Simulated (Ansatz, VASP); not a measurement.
**Cross-check of CsPbCl3 between VASP and Ansatz**

One calculation is typed for both programs; each brings its own data sets. How far apart do they land? The cell is taken from a series of runs on this material, whose earlier steps may have relaxed, scaled, displaced or heated it; both programs get it as it stands.

Program: Ansatz 0.2.0. Level of theory: plane waves, with VASP 6.6.1 beside it; dielectric response at PBEsol. Results are calculated unless marked as measured.

**1. The structure**

Symmetry: Pm-3m, No. 221, cubic system. The conventional cell has a = 5.605 Å, b = 5.605 Å, c = 5.605 Å, α = 90.00°, β = 90.00°, γ = 90.00°. Nearest to Cs lie 12 Cl at 3.96 Å. Nearest to Pb lie 6 Cl at 2.80 Å. Nearest to Cl lie 2 Pb at 2.80 Å and 4 Cs at 3.96 Å. Farther neighbours and most contacts between anions are not listed.

Coordinates:

```
Cs Pb Cl
1.0
     5.60500    0.00000    0.00000
     0.00000    5.60500    0.00000
     0.00000    0.00000    5.60500
Cs Pb Cl
1 1 3
Direct
  0.00000 0.00000 0.00000
  0.50000 0.50000 0.50000
  0.50000 0.50000 0.00000
  0.00000 0.50000 0.50000
  0.50000 0.00000 0.50000
```

**2. VASP: dielectric response, PBEsol**

The response to a field tests empty states and converges slowly with the mesh.

Lines of VASP's logs that name or quote its potential files are left out, and so is its time.

Contents of INCAR:

```
SYSTEM = CsPbCl3
PREC = Accurate
ENCUT = 400
EDIFF = 1E-08
NELM = 120
ISMEAR = 0
SIGMA = 0.01
LREAL = .FALSE.
ALGO = Normal
GGA = PS
NBANDS = 28
LORBIT = 11
LWAVE = .FALSE.
LCHARG = .FALSE.
ISIF = 2
LEPSILON = .TRUE.
LASPH = .TRUE.
GGA_COMPAT = .FALSE.
KPAR = 2
```

Contents of POSCAR:

```
CsPbCl3
1.0
    5.6050000000      0.0000000000      0.0000000000
    0.0000000000      5.6050000000      0.0000000000
    0.0000000000      0.0000000000      5.6050000000
Cs Pb Cl
1 1 3
Direct
    0.0000000000      0.0000000000      0.0000000000
    0.5000000000      0.5000000000      0.5000000000
    0.5000000000      0.5000000000      0.0000000000
    0.0000000000      0.5000000000      0.5000000000
    0.5000000000      0.0000000000      0.5000000000
```

Contents of KPOINTS:

```
Automatic mesh
0
Gamma
4 4 4
0 0 0
```

Potentials, in the order of the species: Cs_sv, Pb_d and Cl (PBE family, release 64).

The run is started by

```console
mpirun -np 2 vasp_std
```

Numbers of over 12 decimals in the logs are rounded to 6 here.

The program printed:

```text
[banner, memory and clock lines left out]
running    2 mpi-ranks, on    1 nodes
 distrk:  each k-point on    1 cores,    2 groups
 distr:  one band on    1 cores,    1 groups

 POSCAR found type information on POSCAR CsPbCl
 POSCAR found :  3 types and       5 ions
|                                                                             |
|               ----> ADVICE to this user running VASP <----                  |
|                                                                             |
|     You enforced a specific xc type in the INCAR file but a different       |
|     [... a line on the potential file left out ...]
|     I HOPE YOU KNOW WHAT YOU ARE DOING!                                     |
|                                                                             |

 LDA part: xc-table for (Slater+PW92), standard interpolation
 POSCAR, INCAR and KPOINTS ok, starting setup
 FFT: planning ... GRIDC
 FFT: planning ... GRID_SOFT
 FFT: planning ... GRID
 WAVECAR not read
 entering main loop
       N       E                     dE             d eps       ncg     rms          rms(c)
DAV:   1     0.376723406511E+03    0.37672E+03   -0.17087E+04   560   0.118E+03
DAV:   2     0.238536100358E+02   -0.35287E+03   -0.34170E+03   700   0.306E+02
DAV:   3    -0.173588512391E+02   -0.41212E+02   -0.40740E+02   672   0.113E+02
DAV:   4    -0.190295489516E+02   -0.16707E+01   -0.16672E+01   784   0.292E+01
DAV:   5    -0.190658551327E+02   -0.36306E-01   -0.36299E-01   724   0.350E+00    0.534E+00
DAV:   6    -0.183863787087E+02    0.67948E+00   -0.13430E+00   748   0.124E+01    0.334E+00
DAV:   7    -0.183522390919E+02    0.34140E-01   -0.51259E-01   836   0.434E+00    0.159E+00
DAV:   8    -0.183608215375E+02   -0.85824E-02   -0.68102E-02   808   0.216E+00    0.265E-01
DAV:   9    -0.183601099129E+02    0.71162E-03   -0.14762E-02   832   0.989E-01    0.122E-01
DAV:  10    -0.183605610729E+02   -0.45116E-03   -0.15573E-03   716   0.263E-01    0.387E-02
DAV:  11    -0.183606355288E+02   -0.74456E-04   -0.15875E-04   696   0.863E-02    0.118E-02
DAV:  12    -0.183606392867E+02   -0.37578E-05   -0.32238E-05   760   0.695E-02    0.582E-03
DAV:  13    -0.183606390963E+02    0.19034E-06   -0.26864E-06   764   0.126E-02    0.242E-03
DAV:  14    -0.183606392065E+02   -0.11023E-06   -0.57632E-07   672   0.867E-03    0.151E-03
DAV:  15    -0.183606391406E+02    0.65925E-07   -0.47168E-08   684   0.131E-03    0.240E-04
DAV:  16    -0.183606391294E+02    0.11205E-07   -0.15753E-08   548   0.828E-04    0.133E-04
DAV:  17    -0.183606391391E+02   -0.97134E-08   -0.20113E-09   412   0.418E-04
   1 F= -.18360639E+02 E0= -.18360639E+02  d E =-.170440E-53
 Linear response reoptimize wavefunctions to high precision
DAV:   1    -0.183606391432E+02   -0.40513E-08   -0.65480E-10   392   0.223E-04
DAV:   2    -0.183606391431E+02    0.11323E-09   -0.18501E-10   372   0.123E-04
DAV:   3    -0.183606391430E+02    0.83674E-10   -0.62575E-11   356   0.777E-05
 Linear response G [H, r] |phi>, progress :
  Direction:   1
       N       E                     dE             d eps       ncg     rms
RMM:   1    -0.191812092254E+03   -0.19181E+03    0.29453E+01  1003   0.120E+02
RMM:   2    -0.192305497762E+03   -0.49341E+00   -0.38044E+01   908   0.314E+01
RMM:   3    -0.192478199046E+03   -0.17270E+00   -0.37698E+00   937   0.100E+01
RMM:   4    -0.192439080420E+03    0.39119E-01   -0.78966E-01   974   0.415E+00
RMM:   5    -0.192434309197E+03    0.47712E-02   -0.82740E-02   964   0.138E+00
RMM:   6    -0.192433802872E+03    0.50632E-03   -0.14031E-02   972   0.537E-01
RMM:   7    -0.192433641057E+03    0.16182E-03   -0.27428E-03  1011   0.225E-01
RMM:   8    -0.192433637329E+03    0.37273E-05   -0.62941E-04  1017   0.990E-02
RMM:   9    -0.192433641982E+03   -0.46523E-05   -0.13015E-04  1019   0.443E-02
RMM:  10    -0.192433642798E+03   -0.81680E-06   -0.75827E-05  1002   0.211E-02
RMM:  11    -0.192433643312E+03   -0.51395E-06    0.20124E-04   961   0.120E-02
RMM:  12    -0.192433643330E+03   -0.17304E-07   -0.16502E-04   961   0.701E-03
RMM:  13    -0.192433643798E+03   -0.46885E-06    0.45899E-05   959   0.550E-03
RMM:  14    -0.192433643857E+03   -0.58846E-07   -0.25432E-04   974   0.483E-03
RMM:  15    -0.192433644150E+03   -0.29263E-06    0.34472E-05   966   0.455E-03
RMM:  16    -0.192433643967E+03    0.18275E-06   -0.23612E-04   954   0.438E-03
RMM:  17    -0.192433644215E+03   -0.24777E-06    0.98085E-05   954   0.433E-03
RMM:  18    -0.192433643888E+03    0.32710E-06   -0.26387E-04   949   0.431E-03
 Linear response G [H, r] |phi>, progress :
  Direction:   2
       N       E                     dE             d eps       ncg     rms
RMM:   1    -0.175820562899E+03   -0.17582E+03    0.18919E+02   997   0.123E+02
RMM:   2    -0.169738224134E+03    0.60823E+01   -0.33802E+01   924   0.319E+01
[...]
RMM:   5    -0.323983860848E+01   -0.48747E-04   -0.28249E-04   997   0.393E-02
RMM:   6    -0.323984348153E+01   -0.48730E-05   -0.13129E-05   980   0.155E-02
RMM:   7    -0.323984391640E+01   -0.43488E-06   -0.23491E-05   956   0.699E-03
RMM:   8    -0.323984396821E+01   -0.51810E-07   -0.11570E-06   895   0.347E-03
RMM:   9    -0.323984396149E+01    0.67206E-08   -0.14426E-06   817   0.205E-03
RMM:  10    -0.323984396220E+01   -0.71031E-09    0.23822E-06   772   0.115E-03
[...]
RMM:   2    -0.103861204080E+01   -0.40165E-01   -0.30753E-02   956   0.109E+00
RMM:   3    -0.103949705474E+01   -0.88501E-03   -0.29038E-03   976   0.286E-01
RMM:   4    -0.103955779609E+01   -0.60741E-04   -0.40282E-04   974   0.109E-01
RMM:   5    -0.103956387737E+01   -0.60813E-05   -0.97693E-05   986   0.493E-02
RMM:   6    -0.103956800560E+01   -0.41282E-05   -0.46015E-05   981   0.252E-02
RMM:   7    -0.103956821559E+01   -0.21000E-06   -0.11861E-05   984   0.130E-02
RMM:   8    -0.103956827632E+01   -0.60722E-07   -0.63518E-06   903   0.568E-03
RMM:   9    -0.103956844772E+01   -0.17141E-06   -0.10241E-06   861   0.305E-03
RMM:  10    -0.103956846312E+01   -0.15394E-07   -0.84506E-07   789   0.166E-03
RMM:  11    -0.103956846515E+01   -0.20293E-08   -0.51687E-07   739   0.107E-03
RMM:  12    -0.103956846727E+01   -0.21247E-08   -0.75360E-07   726   0.722E-04
RMM:  13    -0.103956846742E+01   -0.14840E-09   -0.85451E-08   709   0.530E-04
 change of polarisation eV/A/(eV/A) component  3 :    -0.039    -0.101     2.079
 dielectric tensor                  component  3 :    -0.040    -0.104     3.137
 Linear response to external field, progress :
  Direction:   1
       N       E                     dE             d eps       ncg     rms          rms(c)
RMM:   1    -0.198371217806E+01   -0.19837E+01   -0.10526E+01  1860   0.504E+00
RMM:   2    -0.206098629517E+01   -0.77274E-01   -0.74886E-02  1706   0.118E+00    0.251E+00
RMM:   3    -0.192415025481E+01    0.13684E+00   -0.24386E-01  1585   0.217E+00    0.127E+00
RMM:   4    -0.197194588152E+01   -0.47796E-01   -0.22300E-01  1740   0.197E+00    0.397E-01
RMM:   5    -0.200605599161E+01   -0.34110E-01   -0.10644E-02  1757   0.584E-01    0.893E-02
RMM:   6    -0.201498847113E+01   -0.89325E-02   -0.12110E-03  1743   0.230E-01    0.396E-02
RMM:   7    -0.201817020668E+01   -0.31817E-02   -0.68871E-04  1770   0.117E-01    0.282E-02
RMM:   8    -0.201751458567E+01    0.65562E-03   -0.17438E-04  1735   0.598E-02    0.811E-03
RMM:   9    -0.201742229827E+01    0.92287E-04   -0.67831E-05  1840   0.341E-02    0.966E-03
RMM:  10    -0.201750686654E+01   -0.84568E-04   -0.24618E-05  1735   0.152E-02    0.254E-03
RMM:  11    -0.201753926803E+01   -0.32401E-04    0.10442E-05  1827   0.695E-03    0.693E-04
RMM:  12    -0.201754044033E+01   -0.11723E-05   -0.20060E-06  1813   0.275E-03    0.184E-04
RMM:  13    -0.201754194956E+01   -0.15092E-05   -0.64138E-07  1730   0.121E-03    0.109E-04
RMM:  14    -0.201754176721E+01    0.18235E-06   -0.11159E-06  1694   0.697E-04    0.433E-05
RMM:  15    -0.201754021887E+01    0.15483E-05   -0.18269E-06  1582   0.504E-04    0.196E-05
RMM:  16    -0.201754020715E+01    0.11726E-07   -0.12229E-06  1450   0.422E-04    0.470E-06
 change of polarisation eV/A/(eV/A) component  1 :     3.765    -0.078    -0.078
 dielectric tensor                  component  1 :     4.869    -0.080    -0.080
 Linear response to external field, progress :
  Direction:   2
       N       E                     dE             d eps       ncg     rms          rms(c)
RMM:   1    -0.198354426481E+01   -0.19835E+01   -0.10524E+01  1857   0.504E+00
RMM:   2    -0.206061825292E+01   -0.77074E-01   -0.61093E-02  1704   0.118E+00    0.251E+00
RMM:   3    -0.192375101510E+01    0.13687E+00   -0.24295E-01  1583   0.217E+00    0.127E+00
RMM:   4    -0.197188734708E+01   -0.48136E-01   -0.22499E-01  1741   0.197E+00    0.398E-01
RMM:   5    -0.200592229132E+01   -0.34035E-01   -0.10884E-02  1755   0.587E-01    0.907E-02
RMM:   6    -0.201492890534E+01   -0.90066E-02   -0.12306E-03  1741   0.232E-01    0.397E-02
RMM:   7    -0.201808382866E+01   -0.31549E-02   -0.70778E-04  1761   0.118E-01    0.282E-02
RMM:   8    -0.201746282654E+01    0.62100E-03   -0.12189E-04  1730   0.603E-02    0.825E-03
RMM:   9    -0.201734792048E+01    0.11491E-03   -0.89553E-05  1845   0.353E-02    0.101E-02
RMM:  10    -0.201744137073E+01   -0.93450E-04   -0.38382E-05  1733   0.156E-02    0.268E-03
RMM:  11    -0.201747033845E+01   -0.28968E-04   -0.68718E-06  1830   0.718E-03    0.797E-04
RMM:  12    -0.201747472501E+01   -0.43866E-05   -0.32442E-05  1806   0.293E-03    0.126E-04
RMM:  13    -0.201747707944E+01   -0.23544E-05    0.52895E-06  1756   0.125E-03    0.116E-04
RMM:  14    -0.201747691234E+01    0.16710E-06    0.60734E-06  1662   0.711E-04    0.627E-05
RMM:  15    -0.201747557734E+01    0.13350E-05    0.55828E-06  1601   0.517E-04    0.214E-05
RMM:  16    -0.201747523534E+01    0.34200E-06    0.57700E-06  1534   0.437E-04    0.410E-06
 change of polarisation eV/A/(eV/A) component  2 :    -0.078     3.765    -0.078
 dielectric tensor                  component  2 :    -0.080     4.869    -0.080
 Linear response to external field, progress :
  Direction:   3
       N       E                     dE             d eps       ncg     rms          rms(c)
RMM:   1    -0.198400581428E+01   -0.19840E+01   -0.10529E+01  1856   0.503E+00
RMM:   2    -0.206057440103E+01   -0.76569E-01   -0.61607E-02  1707   0.118E+00    0.251E+00
RMM:   3    -0.192393007215E+01    0.13664E+00   -0.24375E-01  1585   0.216E+00    0.127E+00
RMM:   4    -0.197179770068E+01   -0.47868E-01   -0.22306E-01  1734   0.196E+00    0.397E-01
RMM:   5    -0.200619931209E+01   -0.34402E-01   -0.10887E-02  1756   0.579E-01    0.878E-02
RMM:   6    -0.201492473117E+01   -0.87254E-02   -0.12069E-03  1737   0.228E-01    0.388E-02
RMM:   7    -0.201800926290E+01   -0.30845E-02   -0.61142E-04  1758   0.110E-01    0.247E-02
RMM:   8    -0.201743863497E+01    0.57063E-03   -0.98838E-05  1720   0.548E-02    0.760E-03
RMM:   9    -0.201733156686E+01    0.10707E-03   -0.10155E-04  1843   0.345E-02    0.109E-02
RMM:  10    -0.201744567363E+01   -0.11411E-03   -0.20022E-05  1705   0.159E-02    0.262E-03
RMM:  11    -0.201746945687E+01   -0.23783E-04    0.74548E-06  1850   0.792E-03    0.797E-04
RMM:  12    -0.201747424103E+01   -0.47842E-05    0.30220E-06  1792   0.288E-03    0.110E-04
RMM:  13    -0.201747711194E+01   -0.28709E-05   -0.97670E-07  1806   0.122E-03    0.141E-04
RMM:  14    -0.201747616324E+01    0.94870E-06   -0.10303E-06  1670   0.696E-04    0.662E-05
RMM:  15    -0.201747520309E+01    0.96015E-06   -0.99042E-07  1622   0.529E-04    0.224E-05
RMM:  16    -0.201747485837E+01    0.34472E-06   -0.11424E-06  1599   0.432E-04    0.647E-06
 change of polarisation eV/A/(eV/A) component  3 :    -0.038    -0.119     3.765
 dielectric tensor                  component  3 :    -0.039    -0.122     4.869
 Born effective charges drift removed
```

From OUTCAR (step 2):

```text
ion  position               nearest neighbor table
   1  0.000  0.000  0.000-
   2  0.500  0.500  0.500-   3 2.80   4 2.80   5 2.80   3 2.80   5 2.80   4 2.80
   3  0.500  0.500  0.000-   2 2.80   2 2.80
   4  0.000  0.500  0.500-   2 2.80   2 2.80
   5  0.500  0.000  0.500-   2 2.80   2 2.80

  LATTYP: Found a simple cubic cell.
 ALAT       =     5.6050000000

 Subroutine GETGRP returns: Found 48 space group operations
 (whereof 48 operations were pure point group operations)

The static configuration has the point symmetry O_h .

 Found     10 irreducible k-points:

   k-points           NKPTS =     10   k-points in BZ     NKDIM =     10   number of bands    NBANDS=     28

   dimension x,y,z NGX =    40 NGY =   40 NGZ =   40
   dimension x,y,z NGXF=    80 NGYF=   80 NGZF=   80

   ENCUT  =  400.0 eV  29.40 Ry    5.42 a.u.   9.14  9.14  9.14*2*pi/ulx,y,z

   NELECT =      44.0000    total number of electrons

 k-points in reciprocal lattice and weights: Automatic mesh
   0.00000000  0.00000000  0.00000000       0.016
   0.25000000  0.00000000  0.00000000       0.094
   0.50000000  0.00000000  0.00000000       0.047
   0.25000000  0.25000000  0.00000000       0.188
   0.50000000  0.25000000  0.00000000       0.188
   0.50000000  0.50000000  0.00000000       0.047
   0.25000000  0.25000000  0.25000000       0.125
   0.50000000  0.25000000  0.25000000       0.188
   0.50000000  0.50000000  0.25000000       0.094
   0.50000000  0.50000000  0.50000000       0.016

 average (electrostatic) potential at core
       1 -49.1177       2 -95.1161       3 -93.5726       4 -93.5726       5 -93.5726

  Total        0.2724317      0.2724317      0.2724317     -0.0000000      0.0000000     -0.0000000
  in kB        2.4787992      2.4787992      2.4787992     -0.0000000      0.0000000     -0.0000000
  external PRESSURE =       2.4787992 kB  Pullay stress =       0.0000000 kB

  energy-cutoff  :      400.00
  volume of cell :      176.09
      direct lattice vectors                 reciprocal lattice vectors
     5.605000000  0.000000000  0.000000000     0.178412132  0.000000000  0.000000000
     0.000000000  5.605000000  0.000000000     0.000000000  0.178412132  0.000000000
     0.000000000  0.000000000  5.605000000     0.000000000  0.000000000  0.178412132

 POSITION                                       TOTAL-FORCE (eV/Angst)
 -----------------------------------------------------------------------------------
      0.00000      0.00000      0.00000         0.000000      0.000000      0.000000
      2.80250      2.80250      2.80250         0.000000      0.000000      0.000000
      2.80250      2.80250      0.00000         0.000000      0.000000      0.000000
      0.00000      2.80250      2.80250         0.000000      0.000000      0.000000
      2.80250      0.00000      2.80250         0.000000      0.000000      0.000000
 -----------------------------------------------------------------------------------
    total drift:                               -0.000000      0.000000     -0.000000

 MACROSCOPIC STATIC DIELECTRIC TENSOR (including local field effects in DFT)
 ------------------------------------------------------
           4.868907    -0.000000    -0.000000
           0.000000     4.868907    -0.000000
           0.000000    -0.000000     4.868907
 ------------------------------------------------------

 PIEZOELECTRIC TENSOR (including local field effects)  for field in x, y, z        (C/m^2)
          XX          YY          ZZ          XY          YZ          ZX
  --------------------------------------------------------------------------------
  x     0.00000     0.00000     0.00000     0.00000     0.00000     0.00000
  y     0.00000     0.00000     0.00000     0.00000     0.00000     0.00000
  z     0.00000     0.00000     0.00000     0.00000     0.00000     0.00000

 BORN EFFECTIVE CHARGES (including local field effects) (in |e|, cummulative output)
 ---------------------------------------------------------------------------------
 ion    1
    1     1.44548     0.00000    -0.00000
    2     0.00000     1.44548    -0.00000
    3    -0.00000    -0.00000     1.44548
 ion    2
    1     4.03050     0.00000    -0.00000
    2    -0.00000     4.03050    -0.00000
    3     0.00000    -0.00000     4.03050
 ion    3
    1    -0.47572     0.00000    -0.00000
    2    -0.00000    -0.47572    -0.00000
    3    -0.00000    -0.00000    -4.52455
 ion    4
    1    -4.52455    -0.00000    -0.00000
    2    -0.00000    -0.47572    -0.00000
    3    -0.00000     0.00000    -0.47572
 ion    5
    1    -0.47572    -0.00000    -0.00000
    2     0.00000    -4.52455     0.00000
    3    -0.00000     0.00000    -0.47572
```

(Part 1 of 2 ends here.)

[Lines on the potential files, build, host, timing and source positions are cut from VASP's logs without a mark.]

[Logs are printed without paths, hosts, clocks, repeated set-up lines and the standing remarks that a program may print on its own settings, such as how far it seeks lower states.]

[Hosts, paths, dates, database ids (printed as entryN), source tags and the programs' standing remarks are cut or masked in the printed files.]
